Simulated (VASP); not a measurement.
All values below come from HSE06 screened hybrid, VASP's PBE PAW potentials (set 64) (plane waves; VASP).

A VASP calculation is set up with these files.

**POSCAR**
```
SeSi63
1
   10.9370747004     0.0000000000     0.0000000000
    0.0000000000    10.9370747004     0.0000000000
    0.0000000000     0.0000000000    10.9370747004
Si Se
63 1
Direct
  0.5001393176   0.9998237387   0.0005167338
  0.6255032822   0.1251593266   0.1255774395
  0.7495763622   0.2503662370   0.0014726288
  0.8748302986   0.3744967274   0.1255479702
  0.7496669439   0.0000729878   0.2498724687
  0.8745711878   0.1255628064   0.3745218290
  0.0002241174   0.9997287818   0.0002912174
  0.1252851091   0.1252335082   0.1252840258
  0.2497992267   0.2504688807   0.0000230100
  0.3748881955   0.3747710890   0.1250280053
  0.5003781263   0.4996471567   0.0006326904
  0.6253254557   0.6252957719   0.1248419678
  0.7496222488   0.7503158040   0.9998965725
  0.8748196907   0.8747126180   0.1253340699
  0.2497799957   0.9992991821   0.2498388317
  0.3748144659   0.1252195378   0.3748330631
  0.4996689868   0.2492784046   0.2482752439
  0.6364426535   0.3641606219   0.3637286243
  0.7511151567   0.5008443232   0.2481128754
  0.8751729495   0.6255028516   0.3747391793
  0.5004004003   0.9996126367   0.5004882638
  0.6252375542   0.1249072560   0.6252680914
  0.7509709352   0.2492679533   0.5016506861
  0.8754405865   0.3746565246   0.6254682999
  0.7494079314   0.9988787120   0.7494796711
  0.8745190634   0.1254118252   0.8746094921
  0.0001364366   0.4998866719   0.0005891665
  0.1251630216   0.6255237957   0.1253985305
  0.2495401393   0.7505652623   0.0014144297
  0.3745025365   0.8750200463   0.1254166493
  0.0000368945   0.2504438243   0.2498412689
  0.1250248165   0.3748058937   0.3749259960
  0.2481419978   0.4986015700   0.2481061400
  0.3634372301   0.6369164824   0.3633635185
  0.5016301942   0.7521646828   0.2479616730
  0.6253119421   0.8751075184   0.3749628560
  0.0001297518   0.9996473054   0.5001998404
  0.1252188801   0.1250389217   0.6254763651
  0.2480445120   0.2490429407   0.4996860915
  0.3627979254   0.3634459782   0.6373489915
  0.6362340503   0.6363053617   0.6366822559
  0.7508457701   0.7517271997   0.4996372900
  0.8746833251   0.8746501441   0.6254948691
  0.2497983472   0.0001158845   0.7496295107
  0.3744997275   0.1254613579   0.8747023934
  0.5016109205   0.2491063206   0.7511291573
  0.6253711008   0.3746137610   0.8756204897
  0.7510021054   0.4982546471   0.7511346891
  0.8746064412   0.6255286279   0.8746488419
  0.0011497002   0.7504758758   0.2497461863
  0.1252812957   0.8750061632   0.3745330123
  0.0004716019   0.4996162476   0.5004922777
  0.1248021436   0.6253347529   0.6252969265
  0.2480332002   0.7521764523   0.5015835622
  0.3748749511   0.8751624353   0.6253566232
  0.0013003045   0.2504493752   0.7496356676
  0.1251545510   0.3746306928   0.8751539566
  0.2477292367   0.5009847409   0.7515164811
  0.3745428087   0.6255501698   0.8755145378
  0.4993181008   0.7519173218   0.7512038756
  0.6253931849   0.8748253973   0.8749559143
  0.9998460159   0.7503064733   0.7496060975
  0.1253062776   0.8747094743   0.8748147958
  0.5012683186   0.4982489661   0.5025921201
```

**KPOINTS**
```
Automatic
0
gamma
1 1 1
0 0 0
```

**INCAR**
```
# general
SYSTEM   = SeSi63
PREC     = Normal
ENCUT    = 400   # plane-wave cut-off (eV)
LREAL    = Auto   # projection in real space or not
LASPH    = T
ISYM     = 0
NELECT   = 259.0

# electronic loop
EDIFF    = 1E-5   # SCF stop (eV)
NELM     = 50
NELMIN   = 4
ALGO     = Normal
LMAXMIX  = 4   # l cut-off of mixed one-centre charges

# smearing
ISMEAR   = 0   # Gaussian
SIGMA    = 0.05   # width (eV)

# functional
GGA      = PE   # PBE
LHFCALC  = T
AEXX     = 0.25
HFSCREEN = 0.2   # 1/Angstrom
PRECFOCK = Fast

# spin
ISPIN    = 2   # spin-polarised
MAGMOM   = 64*0.0156
NUPDOWN  = 1

# ions
ISIF     = 0

# output
LWAVE    = F
LCHARG   = F
LORBIT   = 10
```

POTCAR, in this order: Si Se (PBE.64 set). Program: vasp_gam. Read from the step before: WAVECAR.

Output

**OSZICAR**
```
       N       E                     dE             d eps       ncg     rms          rms(c)
DAV:   1    -0.387987143057E+03   -0.38799E+03   -0.12646E+01   648   0.809E+00    0.194E+01
DAV:   2    -0.388085224492E+03   -0.98081E-01   -0.30272E-01   742   0.119E+00    0.126E+01
DAV:   3    -0.388071784234E+03    0.13440E-01   -0.13288E-02   710   0.215E-01    0.749E+00
DAV:   4    -0.388065580112E+03    0.62041E-02   -0.22022E-03   708   0.926E-02    0.433E+00
DAV:   5    -0.388063386228E+03    0.21939E-02   -0.63894E-04   684   0.522E-02    0.248E+00
DAV:   6    -0.388062631737E+03    0.75449E-03   -0.24398E-04   684   0.326E-02    0.141E+00
DAV:   7    -0.388062386908E+03    0.24483E-03   -0.91831E-05   692   0.196E-02    0.800E-01
DAV:   8    -0.388062310288E+03    0.76619E-04   -0.29070E-05   436   0.113E-02    0.457E-01
DAV:   9    -0.388062290571E+03    0.19717E-04   -0.12308E-05   372   0.760E-03    0.259E-01
DAV:  10    -0.388062286922E+03    0.36491E-05   -0.44391E-06   364   0.461E-03
   1 F= -.38806229E+03 E0= -.38806229E+03  d E =-.941477E-06  mag=     1.0000
```

**OUTCAR**
```
------------------------ aborting loop because EDIFF is reached ----------------------------------------
  volume of cell :     1308.29
      direct lattice vectors                 reciprocal lattice vectors
    10.937074700  0.000000000  0.000000000     0.091432127  0.000000000  0.000000000
     0.000000000 10.937074700  0.000000000     0.000000000  0.091432127  0.000000000
     0.000000000  0.000000000 10.937074700     0.000000000  0.000000000  0.091432127
 POSITION                                       TOTAL-FORCE (eV/Angst)
 -----------------------------------------------------------------------------------
      5.47006     10.93515      0.00565        -0.003370     -0.011936      0.012345
      6.84118      1.36888      1.37345        -0.020765     -0.010282     -0.012670
      8.19817      2.73827      0.01611        -0.010985      0.015365      0.006837
      9.56808      4.09590      1.37313         0.007438      0.023709     -0.009499
      8.19916      0.00080      2.73287        -0.008820     -0.017258     -0.010013
      9.56525      1.37329      4.09617         0.010646     -0.012768      0.023036
      0.00245     10.93411      0.00319         0.005812     -0.004558      0.004778
      1.37025      1.36969      1.37024        -0.002789     -0.004208     -0.002990
      2.73207      2.73940      0.00025        -0.013369      0.009203      0.015633
      4.10018      4.09890      1.36744         0.016122      0.014905      0.000391
      5.47267      5.46468      0.00692         0.015210     -0.013305      0.017408
      6.83923      6.83891      1.36541        -0.015121     -0.016568      0.003728
      8.19867      8.20626     10.93594        -0.009106      0.012307      0.016231
      9.56797      9.56680      1.37079         0.006219      0.006583     -0.004833
      2.73186     10.92941      2.73251        -0.010520     -0.008835     -0.011057
      4.09937      1.36954      4.09958         0.007108     -0.006127      0.008652
      5.46492      2.72638      2.71540         0.009588      0.012144     -0.012296
      6.96082      3.98285      3.97813        -0.061914      0.049328      0.043086
      8.21500      5.47777      2.71363        -0.021399     -0.020264     -0.007851
      9.57183      6.84117      4.09855         0.001552     -0.010519      0.008449
      5.47292     10.93284      5.47388         0.013115     -0.018507      0.012449
      6.83827      1.36612      6.83860        -0.010276      0.000375     -0.010933
      8.21343      2.72626      5.48659        -0.020859      0.017132      0.016478
      9.57476      4.09765      6.84079        -0.008308      0.013603     -0.015191
      8.19633     10.92481      8.19712        -0.009782     -0.013055     -0.007583
      9.56468      1.37164      9.56567         0.011456     -0.006512      0.009985
      0.00149      5.46730      0.00644         0.014664     -0.001082      0.012018
      1.36892      6.84140      1.37149        -0.007599     -0.030951     -0.009694
      2.72924      8.20899      0.01547        -0.007968      0.007863      0.005105
      4.09596      9.57016      1.37169         0.027256      0.007429     -0.008664
      0.00040      2.73912      2.73253         0.014596      0.009037     -0.010264
      1.36741      4.09928      4.10059        -0.003865      0.015958      0.016756
      2.71395      5.45324      2.71356        -0.020249     -0.007120     -0.014808
      3.97494      6.96600      3.97413         0.034480     -0.041546      0.037894
      5.48637      8.22648      2.71198         0.005546      0.016203     -0.012996
      6.83908      9.57112      4.10100        -0.016103      0.002045      0.016410
      0.00142     10.93322      5.47072         0.012761     -0.009056      0.002144
      1.36953      1.36756      6.84088        -0.005530     -0.009776     -0.014969
      2.71288      2.72380      5.46510        -0.012203      0.016726      0.015555
      3.96795      3.97504      6.97073         0.050818      0.063239     -0.063673
      6.95854      6.95932      6.96344        -0.051963     -0.039315     -0.056737
      8.21206      8.22170      5.46457        -0.014971      0.017251      0.012328
      9.56648      9.56611      6.84108         0.010945      0.008888     -0.015760
      2.73206      0.00127      8.19875        -0.012585     -0.016025     -0.004625
      4.09593      1.37218      9.56669         0.019632     -0.011250      0.009342
      5.48616      2.72449      8.21516         0.013726      0.019169     -0.017416
      6.83973      4.09718      9.57673        -0.014996      0.016031     -0.005712
      8.21377      5.44945      8.21522        -0.021671     -0.015997     -0.021507
      9.56564      6.84145      9.56610         0.006397     -0.017141      0.011246
      0.01257      8.20801      2.73149         0.008526      0.013109     -0.009061
      1.37021      9.57001      4.09630        -0.010318      0.009437      0.031426
      0.00516      5.46434      5.47392         0.019607     -0.009737      0.011042
      1.36497      6.83933      6.83892         0.005399     -0.017675     -0.015224
      2.71276      8.22661      5.48586        -0.017848      0.015465      0.005207
      4.10004      9.57172      6.83957         0.016460     -0.001661     -0.014025
      0.01422      2.73918      8.19882         0.009740      0.009288     -0.008488
      1.36882      4.09736      9.57162        -0.009391      0.022712      0.008903
      2.70943      5.47931      8.21939        -0.007484     -0.024983     -0.021424
      4.09640      6.84169      9.57557         0.010045     -0.007975     -0.001774
      5.46108      8.22378      8.21597         0.019732      0.012601     -0.016538
      6.83997      9.56803      9.56946        -0.024326      0.010357      0.009976
     10.93539      8.20616      8.19850         0.016741      0.009912     -0.005759
      1.37048      9.56676      9.56791        -0.009947      0.011003      0.009809
      5.48241      5.44939      5.49689         0.075061     -0.052389      0.039385
 -----------------------------------------------------------------------------------
    total drift:                                0.020199      0.022025      0.050313
  FREE ENERGIE OF THE ION-ELECTRON SYSTEM (eV)
  ---------------------------------------------------
  free  energy   TOTEN  =      -388.0622869219 eV

  energy  without entropy=     -388.0622859804  energy(sigma->0) =     -388.06228645

  exchange ACFDT corr.  =         0.00000000  see jH, gK, PRB 81, 115126

 total charge

# of ion       s       p       d       tot
------------------------------------------
    1        0.770   0.951   0.000   1.721
    2        0.750   0.965   0.000   1.715
    3        0.748   0.965   0.000   1.713
    4        0.750   0.965   0.000   1.715
    5        0.748   0.965   0.000   1.713
    6        0.756   0.958   0.000   1.714
    7        0.748   0.962   0.000   1.710
    8        0.748   0.964   0.000   1.712
    9        0.748   0.965   0.000   1.713
   10        0.749   0.967   0.000   1.716
   11        0.748   0.965   0.000   1.713
   12        0.749   0.967   0.000   1.716
   13        0.748   0.965   0.000   1.713
   14        0.748   0.964   0.000   1.712
   15        0.748   0.966   0.000   1.713
   16        0.759   0.957   0.000   1.716
   17        0.747   0.973   0.000   1.719
   18        0.769   0.914   0.000   1.683
   19        0.747   0.973   0.000   1.720
   20        0.759   0.957   0.000   1.716
   21        0.748   0.965   0.000   1.713
   22        0.750   0.966   0.000   1.716
   23        0.747   0.973   0.000   1.719
   24        0.750   0.966   0.000   1.716
...
```
(Selected blocks of OUTCAR.)

**OUTCAR**
```
 val. band max:        6.2668338307   @ k =   0.0000   0.0000   0.0000

 cond. band min:       6.5915450718   @ k =   0.0000   0.0000   0.0000


 Fermi energy:         6.4274695249

 spin component 1

 k-point     1 :       0.0000    0.0000    0.0000
  band No.  band energies     occupation
      1     -10.1094      1.00000
      2      -7.8108      1.00000
      3      -6.7843      1.00000
      4      -6.7834      1.00000
      5      -6.7747      1.00000
      6      -6.7029      1.00000
      7      -6.7024      1.00000
      8      -6.4117      1.00000
      9      -5.7844      1.00000
     10      -5.7827      1.00000
     11      -5.7453      1.00000
     12      -5.6988      1.00000
     13      -5.6955      1.00000
     14      -5.6947      1.00000
     15      -5.6837      1.00000
     16      -5.6674      1.00000
     17      -5.6662      1.00000
     18      -5.6054      1.00000
     19      -5.6049      1.00000
     20      -5.3876      1.00000
     21      -5.3865      1.00000
     22      -5.3742      1.00000
     23      -5.3435      1.00000
     24      -4.4207      1.00000
     25      -3.4152      1.00000
     26      -3.4125      1.00000
     27      -3.3932      1.00000
     28      -3.3930      1.00000
     29      -3.3695      1.00000
     30      -3.2259      1.00000
     31      -3.2244      1.00000
     32      -3.2222      1.00000
     33      -3.2216      1.00000
     34      -3.2144      1.00000
     35      -3.2132      1.00000
     36      -3.1832      1.00000
     37      -3.1790      1.00000
     38      -3.1598      1.00000
     39      -3.1593      1.00000
     40      -3.1548      1.00000
     41      -3.1546      1.00000
     42      -2.5486      1.00000
     43      -2.4074      1.00000
     44      -2.3765      1.00000
     45      -2.3751      1.00000
     46      -1.2442      1.00000
     47      -0.8367      1.00000
     48      -0.8347      1.00000
     49      -0.8213      1.00000
...
```

The cell is charged, with a uniform compensating background. The supercell is sampled at Γ alone, which is coarse: total energies, pressure and levels can be off, energies of defects by several tenths of an eV.

The cell is a supercell with a defect, built from Si (diamond): Se_Si, charge -1. The cell's shape comes from a PBE relaxation.
